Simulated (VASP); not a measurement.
# ZnO (zincite): convergence with the PAW data sets and k-mesh, part 2 of 3

How sensitive are energy, pressure and forces of ZnO (zincite) to the PAW data sets and k-mesh? The series runs use PBE. The start is a cell from a database of measured crystal structures.

VASP 6.6.1, plane waves and PAW; the level of theory is named at each step.

So far. Step 5 (PAW data sets: hard 64: Zn O h): With 36 valence electrons the pressure is 6.09 GPa, +0.05 GPa from the first of the series, after 15 cycles in 29 s. Step 6 (PAW data sets: soft 64: Zn O s): With 36 valence electrons the pressure is 5.71 GPa, -0.34 GPa from the first of the series, after 16 cycles in 8.6 s.

## Step 8: K-mesh: 2 2 2

This step: PBE; plane waves and PAW (Zn, O) (VASP 6.6.1).

The sum over the zone converges with the mesh, fast for insulators and slowly for metals.

INCAR reads:

```
SYSTEM = ZnO
PREC = Accurate
ENCUT = 520
EDIFF = 1E-06
NELM = 100
ISMEAR = -1
SIGMA = 0.05
LREAL = .FALSE.
ALGO = Normal
GGA = PE
NBANDS = 24
LORBIT = 11
LWAVE = .FALSE.
LCHARG = .FALSE.
NCORE = 4
ISIF = 2
```

POSCAR reads:

```
ZnO
1.0
    3.2493080000      0.0000000000      0.0000000000
   -1.6246540000      2.8139832727      0.0000000000
    0.0000000000      0.0000000000      5.2057090000
Zn O
2 2
Direct
    0.3333333333      0.6666666667      0.5000000000
    0.6666666667      0.3333333333      0.0000000000
    0.6666666667      0.3333333333      0.3790100000
    0.3333333333      0.6666666667      0.8790100000
```

KPOINTS reads:

```
Automatic mesh
0
Gamma
2 2 2
0 0 0
```

Potentials, in the order of the species: Zn and O (PBE family, release 64).

Started as:

```console
$ mpirun -np 4 vasp_std
```

The log of the run:

```text
[banner, memory and clock lines left out]
running    4 mpi-ranks, on    1 nodes
 distrk:  each k-point on    4 cores,    1 groups
 distr:  one band on    4 cores,    1 groups

 POSCAR found type information on POSCAR ZnO
 POSCAR found :  2 types and       4 ions
 LDA part: xc-table for (Slater+PW92), standard interpolation
 POSCAR, INCAR and KPOINTS ok, starting setup
 FFT: planning ... GRIDC
 FFT: planning ... GRID_SOFT
 FFT: planning ... GRID
 WAVECAR not read
 entering main loop
       N       E                     dE             d eps       ncg     rms          rms(c)
DAV:   1     0.284918940301E+03    0.28492E+03   -0.18665E+04   192   0.216E+03
DAV:   2     0.595324621417E+01   -0.27897E+03   -0.26538E+03   216   0.426E+02
DAV:   3    -0.203448346161E+02   -0.26298E+02   -0.26110E+02   224   0.137E+02
DAV:   4    -0.207117336220E+02   -0.36690E+00   -0.36685E+00   216   0.173E+01
DAV:   5    -0.207142342976E+02   -0.25007E-02   -0.25007E-02   224   0.129E+00    0.151E+01
DAV:   6    -0.168819048827E+02    0.38323E+01   -0.11114E+01   312   0.695E+01    0.940E+00
DAV:   7    -0.170790182884E+02   -0.19711E+00   -0.29000E+00   192   0.176E+01    0.554E+00
DAV:   8    -0.170837966050E+02   -0.47783E-02   -0.56379E-01   248   0.651E+00    0.164E+00
DAV:   9    -0.170425801356E+02    0.41216E-01   -0.11372E-01   272   0.582E+00    0.331E-01
DAV:  10    -0.170442600198E+02   -0.16799E-02   -0.36965E-02   208   0.144E+00    0.148E-01
DAV:  11    -0.170443146637E+02   -0.54644E-04   -0.96254E-04   216   0.447E-01    0.610E-02
DAV:  12    -0.170443388496E+02   -0.24186E-04   -0.23235E-04   264   0.372E-01    0.230E-02
DAV:  13    -0.170443506116E+02   -0.11762E-04   -0.51696E-05   232   0.133E-01    0.196E-02
DAV:  14    -0.170443452792E+02    0.53324E-05   -0.23512E-05   232   0.433E-02    0.204E-03
DAV:  15    -0.170443452706E+02    0.85929E-08   -0.19291E-06   176   0.115E-02
   1 F= -.17044345E+02 E0= -.17044187E+02  d E =-.315861E-03
```

Wall time 2.2 s (4 MPI ranks of AMD EPYC 7R32 (Zen 2), shared host); peak memory 0.34 GiB; 6.5 s of CPU time.

Parts of OUTCAR (step 8):

```text
   k-points           NKPTS =      4   k-points in BZ     NKDIM =      4   number of bands    NBANDS=     24

   NELECT =      36.0000    total number of electrons

 E-fermi :   1.7632

 k-point     1 :       0.0000    0.0000    0.0000
  band No.  band energies     occupation
    ...
     14       0.5792      2.00000
     15       0.5792      2.00000
     16       1.3017      1.99980
     17       1.4036      1.99850
     18       1.4036      1.99850
     19       2.0848      0.00321
     20       6.4681      0.00000
     21       9.6195      0.00000
     22      14.0709      0.00000
     23      14.0709      0.00000
    ...

  Total        2.6392336      2.6392336      1.2999386      0.0000000      0.0000000      0.0000000
  in kB       88.8374621     88.8374621     43.7563542      0.0000000      0.0000000      0.0000000
  external PRESSURE =      73.8104261 kB  Pullay stress =       0.0000000 kB

 POSITION                                       TOTAL-FORCE (eV/Angst)
 -----------------------------------------------------------------------------------
     -0.00000      1.87599      2.60285        -0.000000      0.000000      0.064634
      1.62465      0.93799      0.00000         0.000000     -0.000000      0.064634
      1.62465      0.93799      1.97302        -0.000000      0.000000     -0.064634
     -0.00000      1.87599      4.57587        -0.000000     -0.000000     -0.064634
 -----------------------------------------------------------------------------------
    total drift:                                0.000000     -0.000000     -0.000053

  FREE ENERGIE OF THE ION-ELECTRON SYSTEM (eV)
  ---------------------------------------------------
  free  energy   TOTEN  =       -17.0443452706 eV

  energy  without entropy=      -17.0440294098  energy(sigma->0) =      -17.04418734

[... 7 parts as in an earlier step ...]

[... 7 further parts left out ...]
```

This step gave:

| Property | Result |
| --- | --- |
| SCF cycles | 15 |
| irreducible k-points | 4 |
| free energy (TOTEN) | -17.04 eV |
| energy at zero smearing | -17.04 eV |
| Fermi energy | 1.763 eV |
| pressure | 7.381 GPa |
| gap on the k-mesh | 0.6812 eV |
| least direct gap on the k-mesh | 0.6812 eV |

The series starts at -4.2610 eV an atom and 7.38 GPa, after 15 cycles in 2.2 s.

## Step 9: K-mesh: 3 3 2

Changes to INCAR since step 8:

```diff
@@ -14,3 +14,4 @@
 LCHARG = .FALSE.
-NCORE = 4
+KPAR = 2
+NCORE = 2
 ISIF = 2
```

POSCAR is that of step 8.

KPOINTS reads:

```
Automatic mesh
0
Gamma
3 3 2
0 0 0
```

Started as:

```console
$ mpirun -np 4 vasp_std
```

The log of the run:

```text
[banner, memory and clock lines left out]
running    4 mpi-ranks, on    1 nodes
[...]
LDA part: xc-table for (Slater+PW92), standard interpolation
 POSCAR, INCAR and KPOINTS ok, starting setup
[...]
entering main loop
       N       E                     dE             d eps       ncg     rms          rms(c)
DAV:   1     0.285765705292E+03    0.28577E+03   -0.18499E+04   288   0.217E+03
DAV:   2     0.895455722887E+01   -0.27681E+03   -0.26446E+03   304   0.425E+02
DAV:   3    -0.204850251965E+02   -0.29440E+02   -0.29166E+02   320   0.143E+02
DAV:   4    -0.210207500210E+02   -0.53572E+00   -0.53467E+00   336   0.204E+01
[...]
DAV:  13    -0.176944790346E+02    0.85942E-06   -0.20844E-05   320   0.434E-02    0.125E-02
DAV:  14    -0.176944765603E+02    0.24743E-05   -0.72190E-06   408   0.351E-02    0.173E-03
DAV:  15    -0.176944764164E+02    0.14393E-06   -0.13860E-06   176   0.133E-02
   1 F= -.17694476E+02 E0= -.17694441E+02  d E =-.715779E-04
```

It took 2.6 s on 4 MPI ranks; peak memory 0.46 GiB; 8.3 s of CPU time.

From OUTCAR (step 9):

```text
  Total        1.8123408      1.8123408      1.9769150      0.0000000      0.0000000      0.0000000
  in kB       61.0039798     61.0039798     66.5436021      0.0000000      0.0000000      0.0000000
  external PRESSURE =      62.8505206 kB  Pullay stress =       0.0000000 kB

 POSITION                                       TOTAL-FORCE (eV/Angst)
 -----------------------------------------------------------------------------------
     -0.00000      1.87599      2.60285         0.000000      0.000000     -0.056820
      1.62465      0.93799      0.00000        -0.000000      0.000000     -0.056820
      1.62465      0.93799      1.97302        -0.000000      0.000000      0.056820
     -0.00000      1.87599      4.57587        -0.000000      0.000000      0.056820
 -----------------------------------------------------------------------------------
    total drift:                               -0.000000     -0.000000     -0.000156

  FREE ENERGIE OF THE ION-ELECTRON SYSTEM (eV)
  ---------------------------------------------------
  free  energy   TOTEN  =       -17.6944764164 eV

  energy  without entropy=      -17.6944048385  energy(sigma->0) =      -17.69444063

[... 1 part as in an earlier step ...]

[... 2 further parts left out ...]
[key lines of the parts left out:]
E-fermi :   1.6551
```

Against the run before the energy moves by -162.56 meV an atom and the pressure by -1.10 GPa, after 15 cycles in 2.6 s.

## Step 10: K-mesh: 4 4 3

Changes to INCAR since step 9:

```diff
@@ -14,4 +14,3 @@
 LCHARG = .FALSE.
-KPAR = 2
-NCORE = 2
+KPAR = 4
 ISIF = 2
```

POSCAR is that of step 9.

KPOINTS reads:

```
Automatic mesh
0
Gamma
4 4 3
0 0 0
```

Started as:

```console
$ mpirun -np 4 vasp_std
```

The log of the run:

```text
[... set-up lines as in an earlier step ...]
 entering main loop
       N       E                     dE             d eps       ncg     rms          rms(c)
DAV:   1     0.284000499841E+03    0.28400E+03   -0.18569E+04   392   0.220E+03
DAV:   2     0.641033924233E+01   -0.27759E+03   -0.26407E+03   416   0.431E+02
DAV:   3    -0.206313151159E+02   -0.27042E+02   -0.26845E+02   448   0.140E+02
DAV:   4    -0.210561218238E+02   -0.42481E+00   -0.42431E+00   456   0.182E+01
[...]
DAV:  13    -0.177938119560E+02    0.39238E-05   -0.18241E-05   528   0.739E-02    0.113E-02
DAV:  14    -0.177938105684E+02    0.13876E-05   -0.80946E-06   496   0.326E-02    0.383E-03
DAV:  15    -0.177938101341E+02    0.43433E-06   -0.80810E-07   248   0.113E-02
   1 F= -.17793810E+02 E0= -.17793799E+02  d E =-.231061E-04
```

It took 4 s on 4 MPI ranks; peak memory 0.51 GiB.

Parts of OUTCAR (step 10):

```text
  Total        1.6495319      1.6495319      2.1008522      0.0000000      0.0000000      0.0000000
  in kB       55.5237796     55.5237796     70.7153687      0.0000000      0.0000000      0.0000000
  external PRESSURE =      60.5876426 kB  Pullay stress =       0.0000000 kB

 POSITION                                       TOTAL-FORCE (eV/Angst)
 -----------------------------------------------------------------------------------
     -0.00000      1.87599      2.60285        -0.000000     -0.000000     -0.071075
      1.62465      0.93799      0.00000         0.000000      0.000000     -0.071075
      1.62465      0.93799      1.97302        -0.000000      0.000000      0.071075
     -0.00000      1.87599      4.57587         0.000000     -0.000000      0.071075
 -----------------------------------------------------------------------------------
    total drift:                               -0.000000     -0.000000     -0.000086

  FREE ENERGIE OF THE ION-ELECTRON SYSTEM (eV)
  ---------------------------------------------------
  free  energy   TOTEN  =       -17.7938101341 eV

  energy  without entropy=      -17.7937870280  energy(sigma->0) =      -17.79379858

[... 1 part as in an earlier step ...]

[... 2 further parts left out ...]
[key lines of the parts left out:]
E-fermi :   1.6280
```

Against the run before the energy moves by -24.84 meV an atom and the pressure by -0.23 GPa, after 15 cycles in 4 s.

## Step 11: K-mesh: 5 5 3

INCAR is that of step 10.

POSCAR is that of step 10.

KPOINTS reads:

```
Automatic mesh
0
Gamma
5 5 3
0 0 0
```

Started as:

```console
$ mpirun -np 4 vasp_std
```

The log of the run:

```text
[... set-up lines as in an earlier step ...]
 entering main loop
       N       E                     dE             d eps       ncg     rms          rms(c)
DAV:   1     0.291664849463E+03    0.29166E+03   -0.18405E+04   480   0.218E+03
DAV:   2     0.779136322655E+01   -0.28387E+03   -0.27008E+03   536   0.425E+02
DAV:   3    -0.206117225515E+02   -0.28403E+02   -0.28173E+02   544   0.142E+02
DAV:   4    -0.210604852261E+02   -0.44876E+00   -0.44840E+00   568   0.189E+01
[...]
DAV:  12    -0.178102113000E+02   -0.57071E-04   -0.76668E-05   592   0.102E-01    0.298E-02
DAV:  13    -0.178102078826E+02    0.34174E-05   -0.19627E-05   600   0.924E-02    0.114E-02
DAV:  14    -0.178102069190E+02    0.96362E-06   -0.88654E-06   584   0.372E-02
   1 F= -.17810207E+02 E0= -.17810200E+02  d E =-.144246E-04
```

Run time: 4.4 s. Hardware: 4 MPI ranks; peak memory 0.52 GiB; 15 s of CPU time.

OUTCAR, selected parts (step 11):

```text
  Total        1.6035623      1.6035623      2.1096826      0.0000000      0.0000000      0.0000000
  in kB       53.9764269     53.9764269     71.0126027      0.0000000      0.0000000      0.0000000
  external PRESSURE =      59.6551522 kB  Pullay stress =       0.0000000 kB

 POSITION                                       TOTAL-FORCE (eV/Angst)
 -----------------------------------------------------------------------------------
     -0.00000      1.87599      2.60285        -0.000000     -0.000000     -0.074908
      1.62465      0.93799      0.00000         0.000000      0.000000     -0.074908
      1.62465      0.93799      1.97302         0.000000      0.000000      0.074908
     -0.00000      1.87599      4.57587         0.000000     -0.000000      0.074908
 -----------------------------------------------------------------------------------
    total drift:                               -0.000000     -0.000000     -0.000242

  FREE ENERGIE OF THE ION-ELECTRON SYSTEM (eV)
  ---------------------------------------------------
  free  energy   TOTEN  =       -17.8102069190 eV

  energy  without entropy=      -17.8101924944  energy(sigma->0) =      -17.81019971

[... 1 part as in an earlier step ...]

[... 2 further parts left out ...]
[key lines of the parts left out:]
E-fermi :   1.6225
```

Against the run before the energy moves by -4.10 meV an atom and the pressure by -0.09 GPa, after 14 cycles in 4.4 s.

## Step 12: K-mesh: 7 7 4

INCAR is that of step 11.

POSCAR is that of step 11.

KPOINTS reads:

```
Automatic mesh
0
Gamma
7 7 4
0 0 0
```

Started as:

```console
$ mpirun -np 4 vasp_std
```

The log of the run:

```text
[... set-up lines as in an earlier step ...]
 entering main loop
       N       E                     dE             d eps       ncg     rms          rms(c)
DAV:   1     0.278456748407E+03    0.27846E+03   -0.18787E+04  1168   0.220E+03
DAV:   2     0.574815125785E+01   -0.27271E+03   -0.26016E+03  1256   0.419E+02
DAV:   3    -0.206629704826E+02   -0.26411E+02   -0.26202E+02  1328   0.138E+02
DAV:   4    -0.210618137804E+02   -0.39884E+00   -0.39871E+00  1304   0.180E+01
[...]
DAV:  12    -0.178168688993E+02   -0.55036E-04   -0.78553E-05  1368   0.114E-01    0.299E-02
DAV:  13    -0.178168651453E+02    0.37540E-05   -0.21143E-05  1464   0.985E-02    0.108E-02
DAV:  14    -0.178168643620E+02    0.78330E-06   -0.90869E-06  1352   0.377E-02
   1 F= -.17816864E+02 E0= -.17816861E+02  d E =-.643826E-05
```

The job ended after 7 s (4 MPI ranks; peak memory 0.55 GiB).

From OUTCAR (step 12):

```text
  Total        1.5979322      1.5979322      2.1238317      0.0000000      0.0000000      0.0000000
  in kB       53.7869169     53.7869169     71.4888652      0.0000000      0.0000000      0.0000000
  external PRESSURE =      59.6875663 kB  Pullay stress =       0.0000000 kB

 POSITION                                       TOTAL-FORCE (eV/Angst)
 -----------------------------------------------------------------------------------
     -0.00000      1.87599      2.60285         0.000000     -0.000000     -0.075201
      1.62465      0.93799      0.00000        -0.000000      0.000000     -0.075201
      1.62465      0.93799      1.97302         0.000000      0.000000      0.075201
     -0.00000      1.87599      4.57587        -0.000000      0.000000      0.075201
 -----------------------------------------------------------------------------------
    total drift:                               -0.000000     -0.000000     -0.000232

  FREE ENERGIE OF THE ION-ELECTRON SYSTEM (eV)
  ---------------------------------------------------
  free  energy   TOTEN  =       -17.8168643620 eV

  energy  without entropy=      -17.8168579237  energy(sigma->0) =      -17.81686114

[... 1 part as in an earlier step ...]

[... 2 further parts left out ...]
[key lines of the parts left out:]
E-fermi :   1.6261
```

Against the run before the energy moves by -1.67 meV an atom while the pressure stays within 0.01 GPa, after 14 cycles in 7 s.

## Step 13: K-mesh: 9 9 5

INCAR is that of step 12.

POSCAR is that of step 12.

KPOINTS reads:

```
Automatic mesh
0
Gamma
9 9 5
0 0 0
```

Started as:

```console
$ mpirun -np 4 vasp_std
```

The log of the run:

```text
[... set-up lines as in an earlier step ...]
 entering main loop
       N       E                     dE             d eps       ncg     rms          rms(c)
DAV:   1     0.278627237435E+03    0.27863E+03   -0.18713E+04  1752   0.220E+03
DAV:   2     0.587652369205E+01   -0.27275E+03   -0.25925E+03  1880   0.419E+02
DAV:   3    -0.206713646995E+02   -0.26548E+02   -0.26345E+02  2008   0.138E+02
DAV:   4    -0.210619627313E+02   -0.39060E+00   -0.39046E+00  1968   0.177E+01
[...]
DAV:  13    -0.178177065491E+02    0.35286E-05   -0.19206E-05  2248   0.887E-02    0.111E-02
DAV:  14    -0.178177054849E+02    0.10643E-05   -0.85095E-06  2032   0.360E-02    0.406E-03
DAV:  15    -0.178177049817E+02    0.50321E-06   -0.11137E-06  1112   0.109E-02
   1 F= -.17817705E+02 E0= -.17817703E+02  d E =-.397396E-05
```

Elapsed: 10 s, on 4 MPI ranks; peak memory 0.61 GiB; 39 s of CPU time.

OUTCAR, selected parts (step 13):

```text
  Total        1.6206906      1.6206906      2.1487976      0.0000000      0.0000000      0.0000000
  in kB       54.5529724     54.5529724     72.3292252      0.0000000      0.0000000      0.0000000
  external PRESSURE =      60.4783900 kB  Pullay stress =       0.0000000 kB

 POSITION                                       TOTAL-FORCE (eV/Angst)
 -----------------------------------------------------------------------------------
     -0.00000      1.87599      2.60285        -0.000000      0.000000     -0.075084
      1.62465      0.93799      0.00000         0.000000     -0.000000     -0.075084
      1.62465      0.93799      1.97302         0.000000     -0.000000      0.075084
     -0.00000      1.87599      4.57587        -0.000000      0.000000      0.075084
 -----------------------------------------------------------------------------------
    total drift:                               -0.000000     -0.000000     -0.000036

  FREE ENERGIE OF THE ION-ELECTRON SYSTEM (eV)
  ---------------------------------------------------
  free  energy   TOTEN  =       -17.8177049817 eV

  energy  without entropy=      -17.8177010077  energy(sigma->0) =      -17.81770299

[... 1 part as in an earlier step ...]

[... 2 further parts left out ...]
[key lines of the parts left out:]
E-fermi :   1.6366
```

Against the run before the energy moves by -0.21 meV an atom and the pressure by +0.08 GPa, after 15 cycles in 10 s.

## Step 14: K-mesh: 12 12 7

INCAR is that of step 13.

POSCAR is that of step 13.

KPOINTS reads:

```
Automatic mesh
0
Gamma
12 12 7
0 0 0
```

Started as:

```console
$ mpirun -np 4 vasp_std
```

The log of the run:

```text
[... set-up lines as in an earlier step ...]
 entering main loop
       N       E                     dE             d eps       ncg     rms          rms(c)
DAV:   1     0.286355414200E+03    0.28636E+03   -0.18686E+04  3672   0.219E+03
DAV:   2     0.639574313859E+01   -0.27996E+03   -0.26532E+03  4032   0.426E+02
DAV:   3    -0.206529747349E+02   -0.27049E+02   -0.26852E+02  4104   0.140E+02
DAV:   4    -0.210618486632E+02   -0.40887E+00   -0.40865E+00  4224   0.182E+01
[...]
DAV:  13    -0.178179751645E+02    0.31094E-05   -0.17197E-05  4712   0.815E-02    0.114E-02
DAV:  14    -0.178179738666E+02    0.12979E-05   -0.80355E-06  4464   0.343E-02    0.419E-03
DAV:  15    -0.178179733424E+02    0.52417E-06   -0.11498E-06  2336   0.112E-02
   1 F= -.17817973E+02 E0= -.17817972E+02  d E =-.236203E-05
```

The job ended after 19 s (4 MPI ranks; peak memory 0.74 GiB).

(Continued in part 3 of 3.)

[Lines on the potential files, build, host, timing and source positions are cut from VASP's logs without a mark.]

[Logs are printed without paths, hosts, clocks, repeated set-up lines and the standing remarks that a program may print on its own settings, such as how far it seeks lower states.]

[Hosts, paths, dates, database ids (printed as entryN), source tags and the programs' standing remarks are cut or masked in the printed files.]

[A measured line is paired with the nearest computed mode of its activity, which favours agreement.]
